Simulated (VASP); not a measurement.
# GaGe8 (P1) in VASP: relaxation of cell and atoms with PBEsol

Aim: the relaxation of cell and atoms of GaGe8 with PBEsol.

All numbers are computed with VASP 6.6.1; they aren't measurements. Logs are shortened: lines on timing, memory, paths and dates and some standing lists are left out, and cuts for length are marked.

## Step 1: The structure

The typed cell holds 54 atoms: a = 12.049 Å, b = 12.049 Å, c = 12.049 Å, α = 60.00°, β = 60.00°, γ = 60.00°.

The cell was built by a generator and needn't be a form met in nature.

## Step 2: Relaxation of cell and atoms, PBEsol

Contents of INCAR:

```
ALGO = Fast ; EDIFF = 1E-6
EDIFFG = -0.02 ; ENCUT = 350
GGA = PS ; IBRION = 2
ISIF = 3 ; ISMEAR = 0
LASPH = True ; LCHARG = False
LREAL = False ; LWAVE = False
NELM = 60 ; NSW = 60
PREC = Accurate ; SIGMA = 0.05
```

Contents of KPOINTS:

```
k-points
0
Gamma
  2 2 2
```

Contents of POSCAR:

```
GaGe8
1.0
    0.0000000000      8.5200000000      8.5200000000
    8.5200000000      0.0000000000      8.5200000000
    8.5200000000      8.5200000000      0.0000000000
Ga Ge
6 48
Direct
    0.0000000000      0.3333333300      0.3333333300
    0.0833333300      0.4166666700      0.7500000000
    0.3333333300      0.0000000000      0.3333333300
    0.3333333300      0.6666666700      0.3333333300
    0.7500000000      0.7500000000      0.0833333300
    0.7500000000      0.7500000000      0.7500000000
    0.0000000000      0.0000000000      0.0000000000
    0.0833333300      0.0833333300      0.0833333300
    0.0000000000      0.0000000000      0.3333333300
    0.0833333300      0.0833333300      0.4166666700
    0.0000000000      0.0000000000      0.6666666700
    0.0833333300      0.0833333300      0.7500000000
    0.0000000000      0.3333333300      0.0000000000
    0.0833333300      0.4166666700      0.0833333300
    0.0833333300      0.4166666700      0.4166666700
    0.0000000000      0.3333333300      0.6666666700
    0.0000000000      0.6666666700      0.0000000000
    0.0833333300      0.7500000000      0.0833333300
    0.0000000000      0.6666666700      0.3333333300
    0.0833333300      0.7500000000      0.4166666700
    0.0000000000      0.6666666700      0.6666666700
    0.0833333300      0.7500000000      0.7500000000
    0.3333333300      0.0000000000      0.0000000000
    0.4166666700      0.0833333300      0.0833333300
    0.4166666700      0.0833333300      0.4166666700
    0.3333333300      0.0000000000      0.6666666700
    0.4166666700      0.0833333300      0.7500000000
    0.3333333300      0.3333333300      0.0000000000
    0.4166666700      0.4166666700      0.0833333300
    0.3333333300      0.3333333300      0.3333333300
    0.4166666700      0.4166666700      0.4166666700
    0.3333333300      0.3333333300      0.6666666700
    0.4166666700      0.4166666700      0.7500000000
    0.3333333300      0.6666666700      0.0000000000
    0.4166666700      0.7500000000      0.0833333300
    0.4166666700      0.7500000000      0.4166666700
    0.3333333300      0.6666666700      0.6666666700
    0.4166666700      0.7500000000      0.7500000000
    0.6666666700      0.0000000000      0.0000000000
    0.7500000000      0.0833333300      0.0833333300
    0.6666666700      0.0000000000      0.3333333300
    0.7500000000      0.0833333300      0.4166666700
    0.6666666700      0.0000000000      0.6666666700
    0.7500000000      0.0833333300      0.7500000000
    0.6666666700      0.3333333300      0.0000000000
    0.7500000000      0.4166666700      0.0833333300
    0.6666666700      0.3333333300      0.3333333300
    0.7500000000      0.4166666700      0.4166666700
    0.6666666700      0.3333333300      0.6666666700
    0.7500000000      0.4166666700      0.7500000000
    0.6666666700      0.6666666700      0.0000000000
    0.6666666700      0.6666666700      0.3333333300
    0.7500000000      0.7500000000      0.4166666700
    0.6666666700      0.6666666700      0.6666666700
```

Potentials or basis: VASP PAW PBE potentials, release 64 (Ga, Ge).

Run with:

```
cat potpaw_PBE.64/Ga/POTCAR potpaw_PBE.64/Ge/POTCAR > POTCAR
mpirun -np 1 vasp_std > vasp.out
```

OUTCAR:

```text
EDIFF = 1E-6
   EDIFFG = -0.02
   ENCUT = 350
   GGA = PS
   IBRION = 2
   ISIF = 3
   ISMEAR = 0
   LASPH = True
   LREAL = False
   NELM = 60
   NSW = 60
   PREC = Accurate

 ion  position               nearest neighbor table
   1  0.000  0.333  0.333-  10 2.46  14 2.46  48 2.46  15 2.46
   2  0.083  0.417  0.750-  13 2.46  16 2.46  21 2.46  32 2.46
   3  0.333  0.000  0.333-  10 2.46  24 2.46  36 2.46  25 2.46
   4  0.333  0.667  0.333-  20 2.46  35 2.46  31 2.46  36 2.46
   5  0.750  0.750  0.083-  51 2.46  39 2.46  17 2.46  52 2.46
   6  0.750  0.750  0.750-  54 2.46  43 2.46  51 2.46  21 2.46
[... 46 lines left out ...]
  53  0.750  0.750  0.417-  19 2.46  41 2.46  52 2.46  54 2.46
  54  0.667  0.667  0.667-   6 2.46  38 2.46  50 2.46  53 2.46

  LATTYP: Found a face centered cubic cell.
 ALAT       =    17.0400000000

  Lattice vectors:

 A1 = (   0.0000000000,   8.5200000000,   8.5200000000)
 A2 = (   8.5200000000,   0.0000000000,   8.5200000000)
 A3 = (   8.5200000000,   8.5200000000,   0.0000000000)

Analysis of symmetry for initial positions (statically):
=====================================================================
 Subroutine PRICEL returns:
 Original cell was already a primitive cell.

 Routine SETGRP: Setting up the symmetry group for a
 face centered cubic supercell.

 Subroutine GETGRP returns: Found  1 space group operations
 (whereof  1 operations were pure point group operations)
 out of a pool of 48 trial point group operations.

The static configuration has the point symmetry C_1 .

Analysis of symmetry for dynamics (positions and initial velocities):
=====================================================================
 Subroutine PRICEL returns:
 Original cell was already a primitive cell.

 Routine SETGRP: Setting up the symmetry group for a
 face centered cubic supercell.

 Subroutine GETGRP returns: Found  1 space group operations
 (whereof  1 operations were pure point group operations)
 out of a pool of 48 trial point group operations.

The dynamic configuration has the point symmetry C_1 .

 Subroutine INISYM returns: Found  1 space group operations
 (whereof  1 operations are pure point group operations),
 and found     1 'primitive' translations

----------------------------------------------------------------------------------------

                                     Primitive cell

  volume of cell :    1236.9404

  direct lattice vectors                    reciprocal lattice vectors
     0.000000000  8.520000000  8.520000000    -0.058685446  0.058685446  0.058685446
     8.520000000  0.000000000  8.520000000     0.058685446 -0.058685446  0.058685446
     8.520000000  8.520000000  0.000000000     0.058685446  0.058685446 -0.058685446

  length of vectors
    12.049099551 12.049099551 12.049099551     0.101646174  0.101646174  0.101646174

  position of ions in fractional coordinates (direct lattice)
     0.000000000  0.333333330  0.333333330
     0.083333330  0.416666670  0.750000000
     0.333333330  0.000000000  0.333333330
     0.333333330  0.666666670  0.333333330
     0.750000000  0.750000000  0.083333330
     0.750000000  0.750000000  0.750000000
[... 46 lines left out ...]
     0.750000000  0.750000000  0.416666670
     0.666666670  0.666666670  0.666666670

  ion indices of the primitive-cell ions
   primitive index   ion index
                 1           1
                 2           2
                 3           3
                 4           4
                 5           5
                 6           6
[... 46 lines left out ...]
                53          53
                54          54

----------------------------------------------------------------------------------------

 KPOINTS: k-points

Automatic generation of k-mesh.
 Grid dimensions read from file:
 generate k-points for:    2    2    2

 Generating k-lattice:

  Cartesian coordinates                     Fractional coordinates (reciprocal lattice)
    -0.029342723  0.029342723  0.029342723     0.500000000  0.000000000  0.000000000
     0.029342723 -0.029342723  0.029342723     0.000000000  0.500000000  0.000000000
     0.029342723  0.029342723 -0.029342723     0.000000000  0.000000000  0.500000000

  Length of vectors
     0.050823087  0.050823087  0.050823087

  Shift w.r.t. Gamma in fractional coordinates (k-lattice)
     0.000000000  0.000000000  0.000000000

 Subroutine IBZKPT returns following result:
 ===========================================

 Found      8 irreducible k-points:

 Following reciprocal coordinates:
            Coordinates               Weight
  0.000000  0.000000  0.000000      1.000000
  0.500000  0.000000  0.000000      1.000000
  0.000000  0.500000  0.000000      1.000000
  0.000000  0.000000  0.500000      1.000000
  0.500000  0.500000  0.500000      1.000000
  0.500000  0.500000  0.000000      1.000000
  0.000000  0.500000  0.500000      1.000000
  0.500000  0.000000  0.500000      1.000000
   k-points           NKPTS =      8   k-points in BZ     NKDIM =      8   number of bands    NBANDS=    133
   number of dos      NEDOS =    301   number of ions     NIONS =     54
   total plane-waves  NPLWV = 512000
   dimension x,y,z NGX =    80 NGY =   80 NGZ =   80
   dimension x,y,z NGXF=   160 NGYF=  160 NGZF=  160
   ions per type =               6  48
   NGX,Y,Z   is equivalent  to a cutoff of  11.04, 11.04, 11.04 a.u.
   NGXF,Y,Z  is equivalent  to a cutoff of  22.08, 22.08, 22.08 a.u.
 SYSTEM =  unknown system
   PREC   = accura    normal or accurate (medium, high low for compatibility)
   ISTART =      0    job   : 0-new  1-cont  2-samecut
   ICHARG =      2    charge: 1-file 2-atom 10-const
   ISPIN  =      1    spin polarized calculation?
   LNONCOLLINEAR =      F non collinear calculations
   LSORBIT =      F    spin-orbit coupling
   LASPH  =      T    aspherical Exc in radial PAW
   ENCUT  =  350.0 eV  25.72 Ry    5.07 a.u.  18.38 18.38 18.38*2*pi/ulx,y,z
   NELM   =     60;   NELMIN=  2; NELMDL= -5     # of ELM steps
   EDIFF  = 0.1E-05   stopping-criterion for ELM
   LREAL  =      F    real-space projection
   EDIFFG = -.2E-01   stopping-criterion for IOM
   NSW    =     60    number of steps for IOM
   IBRION =      2    ionic relax: 0-MD 1-quasi-New 2-CG
   NFREE  =      1    steps in history (QN), initial steepest desc. (CG)
   ISIF   =      3    stress and relaxation
   ISYM   =      2    0-nonsym 1-usesym 2-fastsym
   POTIM  = 0.5000    time-step for ionic-motion
   TEBEG  =    0.0;   TEEND  =   0.0 temperature during run
   PSTRESS=    0.0 pullay stress
   NELECT =     210.0000    total number of electrons
   NUPDOWN=      -1.0000    fix difference up-down
   EMIN   =  10.00;   EMAX   =-10.00  energy-range for DOS
   EFERMI =   0.00;   METHOD = LEGACY
   ISMEAR =     0;   SIGMA  =   0.05  broadening in eV -4-tet -1-fermi 0-gaus
   EFERMI_NEDOS =   21; number of points for ismear=-14 and -15
   IALGO  =     68    algorithm
   IMIX   =      4    mixing-type and parameters
     AMIX     =   0.40;   BMIX     =  1.00
     AMIX_MAG =   1.60;   BMIX_MAG =  1.00
  volume/ion in A,a.u.               =      22.91       154.58
  Fermi-wavevector in a.u.,A,eV,Ry     =   0.906494  1.713026 11.180338  0.821732
  Thomas-Fermi vector in A             =   2.030189
   LORBIT       =      0    0 simple, 1 ext, 2 COOP (PROOUT), +10 PAW based schemes
   GGA     = PS    functional components
   LHFCALC =     F    Hartree Fock is set to
   AEXX    =    0.0000 exact exchange contribution
   IVDW    =     0    specifies the selected vdW correction
   LEPSILON=     F    determine dielectric tensor
   LRPA    =     F    only Hartree local field effects (RPA)
 conjugate gradient relaxation of ions
 non-spin polarized calculation
 RMM-DIIS sequential band-by-band and
 Gauss-broadening in eV      SIGMA  =   0.05
  energy-cutoff  :      350.00
  volume of cell :     1236.94
 maximum number of plane-waves:     18456
 NGX is ok and might be reduce to    80
   NGX = 37   NGY = 37   NGZ = 37

--------------------------------------- Ionic step        1  -------------------------------------------

 number of electron     209.9999998 magnetization

 Free energy of the ion-electron system (eV)
  ---------------------------------------------------
  ext. energy  EPLUGINS =         0.00000000
  ---------------------------------------------------
  free energy    TOTEN  =      -252.94183215 eV

  energy without entropy =     -252.92138020  energy(sigma->0) =     -252.93160617

------------------------ aborting loop because EDIFF is reached ----------------------------------------

  FORCE on cell =-STRESS in cart. coord.  units (eV):
  Direction    XX          YY          ZZ          XY          YZ          ZX
  --------------------------------------------------------------------------------------
  -------------------------------------------------------------------------------------
  Total        4.4230667      5.1637579      5.8015848     -0.1300499     -0.0916508      0.1670762
  in kB        5.7290853      6.6884837      7.5146446     -0.1684503     -0.1187129      0.2164095
  external PRESSURE =       6.6440712 kB  Pullay stress =       0.0000000 kB
[... 601 lines left out ...]
  energy  without entropy=     -252.9984129631  energy(sigma->0) =     -253.00719007

--------------------------------------- Ionic step        8  -------------------------------------------

 number of electron     209.9999994 magnetization

 Free energy of the ion-electron system (eV)
  ---------------------------------------------------
  ext. energy  EPLUGINS =         0.00000000
  ---------------------------------------------------
  free energy    TOTEN  =      -253.01655042 eV

  energy without entropy =     -252.99943482  energy(sigma->0) =     -253.00799262

 E-fermi :   2.8276     XC(G=0):  -9.1835

 val. band max:        2.8270432945   @ k =   0.5000   0.5000   0.5000
 cond. band min:       2.8771024514   @ k =   0.0000   0.0000   0.5000
 fundamental gap:      0.0500591569
 Fermi energy:         2.8276416491

 k-point     1 :       0.0000    0.0000    0.0000
  band No.  band energies     occupation
      1      -9.2982      2.00000
      2      -8.2394      2.00000
      3      -8.2243      2.00000
      4      -8.1877      2.00000
      5      -8.1603      2.00000
      6      -8.0653      2.00000
[... 949 lines left out ...]
    116       4.8796      0.00000
    117       4.9166      0.00000
 [bands above 117 left out]

------------------------ aborting loop because EDIFF is reached ----------------------------------------

  FORCE on cell =-STRESS in cart. coord.  units (eV):
  Direction    XX          YY          ZZ          XY          YZ          ZX
  --------------------------------------------------------------------------------------
  -------------------------------------------------------------------------------------
  Total        0.0141003      0.0560783     -0.0154963     -0.0223871     -0.0723629      0.0723732
  in kB        0.0180895      0.0719435     -0.0198804     -0.0287207     -0.0928352      0.0928484
  external PRESSURE =       0.0233842 kB  Pullay stress =       0.0000000 kB
[... 69 lines left out ...]
  FREE ENERGIE OF THE ION-ELECTRON SYSTEM (eV)
  ---------------------------------------------------
  free  energy   TOTEN  =      -253.0165504195 eV

  energy  without entropy=     -252.9994348212  energy(sigma->0) =     -253.00799262

 reached required accuracy - stopping structural energy minimisation
```

Wall time 2.1 h (1 thread of Intel Xeon Platinum 8488C (Sapphire Rapids), shared host); peak memory 1.4 GiB.

What came out:

| Item | Value |
| --- | --- |
| Free energy | -253.0166 eV |
| Relaxed volume | 23.13 Å³/atom |
| Relaxed cell | a = 12.090 Å, b = 12.083 Å, c = 12.074 Å, α = 60.18°, β = 60.03°, γ = 59.97° |
| Space group after relaxing (to 0.05 Å) | P1 (No. 1) |
| Energy gained by relaxing | 1.4 meV/atom |
| Ionic steps | 8 |
| Pressure after relaxing | 0.0 GPa |
| Largest force after relaxing | 0.019 eV/Å |
| Band gap on the k mesh | none (metal or under the smearing width) |

Forces on the atoms (eV/Å):
```
Ga  -0.006  0.002  0.000
Ga   0.016 -0.003 -0.001
Ga  -0.008 -0.004  0.002
Ga  -0.003 -0.009  0.010
Ga  -0.001  0.005 -0.004
Ga   0.003  0.006 -0.005
Ge  -0.002  0.000  0.003
Ge  -0.002 -0.002 -0.001
Ge  -0.002 -0.013 -0.001
Ge   0.006  0.003 -0.006
Ge   0.001  0.000  0.000
Ge   0.006  0.003 -0.007
Ge  -0.004  0.002 -0.008
Ge   0.000  0.006  0.005
Ge  -0.001  0.000  0.005
Ge  -0.011  0.001  0.000
Ge  -0.008 -0.003  0.006
Ge   0.009  0.004  0.002
Ge   0.001 -0.007 -0.003
Ge  -0.001 -0.005  0.003
Ge   0.005 -0.005  0.013
Ge   0.001  0.008  0.010
Ge  -0.007 -0.016  0.003
Ge   0.007 -0.005 -0.001
Ge   0.000  0.001 -0.001
Ge   0.002 -0.009  0.006
Ge  -0.005  0.006  0.004
Ge   0.000 -0.002  0.005
Ge   0.008  0.007 -0.004
Ge   0.000 -0.001 -0.003
Ge   0.009 -0.002  0.006
Ge  -0.009 -0.009 -0.002
Ge   0.002  0.004 -0.003
Ge  -0.004 -0.002 -0.002
Ge   0.003 -0.010  0.002
Ge   0.005  0.015 -0.005
Ge  -0.005  0.006  0.007
Ge   0.007  0.008  0.007
Ge  -0.004  0.000  0.001
Ge   0.002  0.007  0.005
Ge  -0.009 -0.004 -0.006
Ge   0.003 -0.003 -0.008
Ge  -0.010  0.007  0.003
Ge   0.008  0.002  0.008
Ge  -0.002 -0.002 -0.009
Ge  -0.001  0.005 -0.009
Ge   0.002  0.001 -0.007
Ge   0.002  0.008  0.001
Ge  -0.003 -0.008  0.003
Ge   0.002  0.007 -0.004
Ge  -0.011 -0.006 -0.014
Ge   0.006 -0.002 -0.003
Ge   0.005  0.004 -0.005
Ge  -0.001  0.004  0.001
```

The path:
| step | energy change (eV) | largest force (eV/Å) | pressure (GPa) | volume (Å³) |
| --- | --- | --- | --- | --- |
| 1 | 0.0000 | 0.2107 | 0.66 | 1236.94 |
| 2 | -0.0500 | 0.1055 | -0.26 | 1254.02 |
| 3 | -0.0503 | 0.1117 | -0.19 | 1252.68 |
| 4 | -0.0645 | 0.0678 | -0.08 | 1250.60 |
| 5 | -0.0697 | 0.0875 | 0.03 | 1248.38 |
| 6 | -0.0735 | 0.0413 | 0.01 | 1248.79 |
| 7 | -0.0741 | 0.0257 | -0.01 | 1249.04 |
| 8 | -0.0747 | 0.0185 | 0.00 | 1248.86 |

Final structure:
```xyz
54
Lattice="-0.0035 8.5432 8.5546 8.5277 -0.0098 8.5609 8.5267 8.5485 -0.0088" Properties=species:S:1:pos:R:3 pbc="T T T"
Ga    5.6731    2.8496    2.8399
Ga    9.9632    7.1108    4.2880
Ga   11.3577    5.6798   11.4006
Ga    8.5361    5.6974    8.5608
Ga    7.1044    7.1138   12.8290
Ga   12.7914   12.8234   12.8301
Ge   17.0523    8.5410    8.5531
Ge    1.4395    1.4330    1.4338
Ge   11.3789    2.8578    8.5511
Ge    4.2613    4.2731    1.4305
Ge   14.1906   14.2181   17.1041
Ge    7.1023    7.1012    1.4203
Ge   11.3695    8.5355    2.8576
Ge    4.2722    1.4230    4.2803
Ge    7.1010    4.2616    4.2691
Ge    8.5318    5.7028    2.8645
Ge   14.2003   17.0669   14.2391
Ge    7.0964    1.4181    7.1176
Ge    8.5408    2.8570    5.7053
Ge    9.9546    4.2826    7.1359
Ge   11.3659    5.6953    5.7062
Ge   12.7800    7.1154    7.1216
Ge   17.0445   11.3930   11.4171
Ge    1.4296    4.2822    4.2734
Ge    4.2514    7.1096    4.2599
Ge    5.6849    8.5462    2.8609
Ge    7.1044    9.9754    4.2873
Ge   11.3573   11.3858    5.6826
Ge    4.2644    4.2673    7.1218
Ge    5.6975    5.7064    5.6947
Ge    7.1252    7.1250    7.1417
Ge    8.5250    8.5270    5.6973
Ge    9.9408    9.9578    7.1221
Ge   14.2122   11.3937    8.5622
Ge    7.1060    4.2781    9.9917
Ge    9.9437    7.1183    9.9800
Ge   11.3510    8.5284    8.5579
Ge   12.7817    9.9635    9.9837
Ge    8.5091    5.6841   14.2415
Ge    1.4142    7.1021    7.1192
Ge   11.3704    8.5388   14.2532
Ge    4.2740    9.9734    7.1298
Ge   14.2015   11.3982   14.2573
Ge    7.1149   12.8182    7.1229
Ge   11.3695   14.2426    8.5569
Ge    4.2758    7.1175    9.9923
Ge    5.6952    8.5448    8.5518
Ge    7.1066    9.9638    9.9861
Ge    8.5142   11.3783    8.5520
Ge    9.9358   12.8122    9.9797
Ge    5.6836    5.6916   11.4125
Ge    8.5215    8.5177   11.3937
Ge    9.9387    9.9583   12.8146
Ge   11.3741   11.4005   11.4087
```

Caveat: the PAW data sets were made with another functional, which shifts forces and pressure a little.
